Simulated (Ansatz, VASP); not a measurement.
# Al2Cl in two plane-wave programs, part 2 of 2

Wanted: the spread between two codes on one cell, functional and k mesh. The cell is generated by rule, not measured, and may not be a known phase. The cell is taken from a series of VASP runs on this material, whose earlier steps may have relaxed, scaled or displaced it; both programs get it as it stands.

VASP 6.6.1 and Ansatz 0.2.0.

So far: The structure; VASP: zone-centre phonons, BLYP.

## Step 3: Ansatz: zone-centre phonons, BLYP

Level of this step: Ansatz beside VASP: Kohn-Sham DFT, plane waves, BLYP (Ansatz).

Ansatz runs on its default PAW (the set named soft_2) files.

The same cell, functional (in two slightly different forms), mesh and smearing now go to Ansatz, which takes its cutoff from its data sets.

File input.yaml:

```yaml
crystal:
  lattice:
    - [5.45326586, 0.0, 0.0]
    - [0.0, 5.45326586, 0.0]
    - [0.0, 0.0, 2.9692341786]
  atoms:
    - { symbol: Al, position: [0.5, 0.0, 0.0] }
    - { symbol: Al, position: [0.0, 0.5, 0.0] }
    - { symbol: Cl, position: [0.0, 0.0, 0.0] }
hamiltonian:
  xc: blyp
  pseudopotentials: { kind: paw }
kpoints:
  mp_grid: { grid: [4, 4, 8] }
scf:
  occupations: { method: gaussian, width: 0.05 }
phonons:
  method: dfpt
  qpoints: [[0, 0, 0]]
```

Launch:

```console
$ ansatz run input.yaml --threads 4 --pin off --max-ram 9216MiB --backend cpu --events-out ev --progress --plain --runs-dir out
```

Numbers of over 12 decimals in the logs are rounded to 6 here.

What it wrote:

```text
zone centre: on kpoints.mp_grid the ground state, and the responses unless they are solved on pairs of k-points, stand on 45 of the mesh's 128 k-points, reduced under 8 symmetry operations, with k and −k counted as one. Each operation leaves every solved displacement unchanged or reverses it
Engine: ansatz 0.2.0, aarch64-unknown-linux-gnu
Pseudopotentials: kind: paw
Pseudopotential: Al, paw, valence charge 3, recommended cutoff 420 eV (normal), Al.paw.azcp
Pseudopotential: Cl, paw, valence charge 7, recommended cutoff 420 eV (normal), Cl.paw.azcp
Functional definition: BLYP
  parameter beta = 0.0042
  parameter a = 0.04918
  parameter b = 0.132
  parameter c = 0.2533
  parameter d = 0.349
  exchange = b88_x(beta = beta)
  correlation = lyp_c(a = a, b = b, c = c, d = d)
Crystal: 3 atoms, lattice volume = 88.299 Å³
Basis set: ecut = 420 eV, 1717 PW (Γ), exchange–correlation on 80×80×40 points (8 copies of the dense FFT grid, shifted against one another)
Bands: 11, of which v1, the nominal top of the filled ones, is band 7 counted from 1 (6 counted from 0)
Symmetry: 16 space group operations
k-points: 45 of 128 (irreducible under 8 space group operations)
Non-local potential: Al, projectors of the file, l = 0: 2, l = 1: 2, l = 2: 1
Non-local potential: Cl, projectors of the file, l = 0: 2, l = 1: 2, l = 2: 2
PAW form: soft (Blöchl's): semilocal exchange-correlation on the pseudo side does not see the compensation charge
PAW frozen core: Al, regenerated for the run's functional, and the local potential with it (the file was generated under x = pbe(κ = 0.804, μ = 0.219515), c = pbe(β = 0.066725))
PAW frozen core: Cl, regenerated for the run's functional, and the local potential with it (the file was generated under x = pbe(κ = 0.804, μ = 0.219515), c = pbe(β = 0.066725))
PAW one-centre angular grid: Al, 110 points (default); XC on 64 Gauss nodes
PAW one-centre angular grid: Cl, 110 points (default); XC on 64 Gauss nodes
Initial density: superposition of atomic densities (neutral atoms: chi_scale 0, normalization atom), corrected by the library's trained network
Initial wavefunctions: pseudopotential atomic-orbital guess
Functional: x = b88, c = lyp
SCF iter   1: F=—  HF=-2165.861480 eV  |F-HF|=—  |Δ(HF+E_count)|=         —  Δρ=4.16e-3  dr2=2.25e-2  ethr=1.77e-3  ⟨swp⟩=6.7  Hψ=3696  notcnv=0
preconditioner: auto → none  [insulator: Δε(μ)=0.314 eV  Ē_g=6.711 eV  σ=0.050 eV  W_gap=0.65  n_scr=8 (ndim 8)  ℏωp=13.1 eV  f_vac=0.000  D(μ)=1.49/eV (n_scr^D=8)  ε∞_Penn≈4.8]
SCF iter   2: F=—  HF=-2165.853612 eV  |F-HF|=—  |Δ(HF+E_count)|=   7.87e-3  Δρ=1.49e-3  dr2=2.92e-3  ethr=1.73e-4  ⟨swp⟩=2.7  Hψ=1264  notcnv=0  defer=19
SCF iter   3: F=—  HF=-2165.853186 eV  |F-HF|=—  |Δ(HF+E_count)|=   4.26e-4  Δρ=4.34e-4  dr2=2.66e-4  ethr=2.25e-5  ⟨swp⟩=2.2  Hψ=724  notcnv=0  defer=19
SCF iter   4: F=—  HF=-2165.853128 eV  |F-HF|=—  |Δ(HF+E_count)|=   5.82e-5  Δρ=1.33e-4  dr2=1.23e-5  ethr=2.04e-6  ⟨swp⟩=2.6  Hψ=793  notcnv=0  defer=19
SCF iter   5: F=—  HF=-2165.853148 eV  |F-HF|=—  |Δ(HF+E_count)|=   2.06e-5  Δρ=2.99e-5  dr2=9.97e-7  ethr=9.49e-8  ⟨swp⟩=2.0  Hψ=709  notcnv=0  defer=19
SCF iter   6: F=—  HF=-2165.853150 eV  |F-HF|=—  |Δ(HF+E_count)|=   1.93e-6  Δρ=1.30e-5  dr2=1.66e-7  ethr=7.67e-9  ⟨swp⟩=1.0  Hψ=480  notcnv=0  defer=19
SCF iter   7: F=—  HF=-2165.853150 eV  |F-HF|=—  |Δ(HF+E_count)|=   4.43e-8  Δρ=2.06e-6  dr2=4.15e-9  ethr=1.28e-9  ⟨swp⟩=2.6  Hψ=740  notcnv=0  defer=19
SCF iter   8: F=—  HF=-2165.853150 eV  |F-HF|=—  |Δ(HF+E_count)|=  1.23e-11  Δρ=2.60e-7  dr2=7.10e-11  ethr=3.19e-11  ⟨swp⟩=2.8  Hψ=769  notcnv=0  defer=19
SCF iter   9: F=-2165.853150 eV  HF=-2165.853150 eV  |F-HF|=2.27e-12  |Δ(HF+E_count)|=  3.14e-11  Δρ=1.94e-8  dr2=2.63e-13  ethr=1.00e-12  ⟨swp⟩=7.8  Hψ=2268  notcnv=0
SCF 1 converged in 9 iterations: F = -2165.853150 eV  dr2 = 2.63e-13
  greatest PAW one-centre occupation: 0.905 electrons in one spin orbital (limit 2), on the Cl atom at site 2 (counted from 0), in its partial waves of l = 0
DFPT response loops at Γ: preconditioner auto → Kerker (q_TF=auto, 1.983 Å⁻¹) (partly filled bands, converged f_vac=0.000); β = 1.00, the filter's whole step (`scf.mixing.beta` (0.50) is not read by the response loops under this deck's `scf.mixing.preconditioner`; to damp them name `kerker` or `kerker_dos`, under which they read `scf.mixing.beta`, and type it under 1.00, their step now; both keys bind the ground state too); Broyden in place of MSR1
SCF converged after 9 iterations
Free energy (F): -2165.853150 eV
Harris-Foulkes:  -2165.853150 eV  (|F-HF|=2.27e-12)
Internal energy: -2165.851280 eV  (E = F + TS)
E sigma→0 (E₀):  -2165.852215 eV
Entropy (-TS):   -0.001870 eV (-0.623 meV/atom)
Fermi energy:    3.641388 eV
--- Per-component energies (eV) ---
  E_band       = -28.275377
  E_kinetic    = 198.704598
  E_local      = -425.796366  (includes V_loc(G=0)·N_el)
  E_nonlocal   = 53.120965
  E_hartree    = 159.780101
  E_xc         = -179.083007
  E_vxc        = -169.129374  (∫ρ·V_xc dr)
  E_paw        = -1608.511931  (= ΣΔE_a)
  E_vpaw       = -4.735495  (= ΣTr[D̂ρ^β])
  E_aug_tail   = 0.000090  (compensation charges beyond the density's cutoff)
  E_ewald      = -364.108377
  E_core_change = 0.042648  (= ΣΔE_core)
  E_smearing   = -0.001870  (= −TS)
  E_closure    = 0.000000  (closes the sum)
  Σ components = -2165.853150   (vs F -2165.853150, Δ=0.00e0)
--- Band table (eV; the first three rows and the last of 45) ---
  k-point 0: bands = [... 3 lower, -2.1408, -0.9456, 1.9644, 4.5323, 4.5323, 7.6769, 7.7903, 8.9192]
  k-point 1: bands = [... 3 lower, -1.9160, -0.6894, 1.2503, 4.7398, 4.7398, 7.8604, 8.0139, 9.0012]
  k-point 2: bands = [... 3 lower, -1.3827, -0.0120, 0.0730, 5.3415, 5.3415, 6.6949, 7.7845, 8.6537]
  k-point 44: bands = [... 3 lower, -1.7473, 2.5047, 2.5047, 4.1043, 4.1043, 4.5411, 7.0658, 7.1788]
--- Phonons (Γ-DFPT): 5 representative perturbations + reference, on 45 of 128 k-points (Σ response iterations 15) ---
  k mesh reduced under 8 symmetry operations, with k and −k counted as one. Each operation leaves every solved displacement unchanged or reverses it
  ASR residual: 6.326e-3 → 0.000e0 eV/Å²; symmetrization residual: 1.777e-6 eV/Å²
  ASR residual per site (eV/Å²): 1.41e-5 1.41e-5 6.33e-3
  Γ frequencies (cm⁻¹): -101.33 -101.33 0.00 0.00 0.00 39.18 39.18 46.21 79.05
  non-analytic LO–TO correction: not included (Born effective charges unavailable; polar crystals: no LO–TO splitting at Γ)
--- Phonons (arbitrary-q DFPT): 1 explicit q-point ---
  q = [0, 0, 0] (of the zone-centre solve; hermiticity 5.85e-6, symmetrization 1.93e-13): -101.33 -101.33 -0.00 0.00 0.00 39.18 39.18 46.21 79.05
  sum rule: each row above includes the acoustic sum rule's correction from the zone centre's row sums; it moved no ω² by more than (6.97 cm⁻¹)²
```

Wall time 5.5 s (4 threads of Arm Neoverse V1, shared host); peak memory 0.47 GiB.

## Step 4: Comparison

Known differences besides the potentials themselves: the cutoff is 420 eV in Ansatz and 400 eV in VASP; Ansatz makes its cores anew for this functional, VASP keeps those of its PBE data sets; VASP leaves aspherical gradient terms in its spheres out (LASPH is not set), Ansatz keeps them; VASP's log shows a relativistic correction to its local exchange, Ansatz's none. Total energies have different zeros and are not compared.

Compared:

| quantity | Ansatz | VASP | difference |
| --- | --- | --- | --- |
| optical mode 1 to 2 (imaginary, printed as negative) (cm⁻¹) | -101.3 | -104.1 | +2.8 |
| optical mode 3 to 4 (cm⁻¹) | 39.2 | 38.8 | +0.3 |
| optical mode 5 (cm⁻¹) | 46.2 | 46.4 | -0.2 |
| optical mode 6 (cm⁻¹) | 79.0 | 79.6 | -0.74 % |

Modes are paired by rising frequency and degeneracy, not by their patterns, so a pair may still set unlike modes beside each other.

## Step 5: What came out

```json
{
  "r.m.s. difference of the optical zone-centre modes, each program's sorted by frequency (zone-centre phonons, BLYP)": "1.6 cm⁻¹",
  "difference in optical mode 6 (zone-centre phonons, BLYP)": "-0.7 %"
}
```

What this shows: The r.m.s. difference of the optical zone-centre modes, each program's sorted by frequency is 1.6 cm⁻¹ (zone-centre phonons, BLYP). Among the rows given in per cent, the largest difference of the zone-centre phonons, BLYP pair is in optical mode 6, -0.7 %. How closely two codes agree says nothing of how well the functional describes the real material.

[Lines on the potential files, build, host, timing and source positions are cut from VASP's logs without a mark.]

[Logs are printed without paths, hosts, clocks, repeated set-up lines and the standing remarks that a program may print on its own settings, such as how far it seeks lower states.]

[Hosts, paths, dates, database ids (printed as entryN), source tags and the programs' standing remarks are cut or masked in the printed files.]
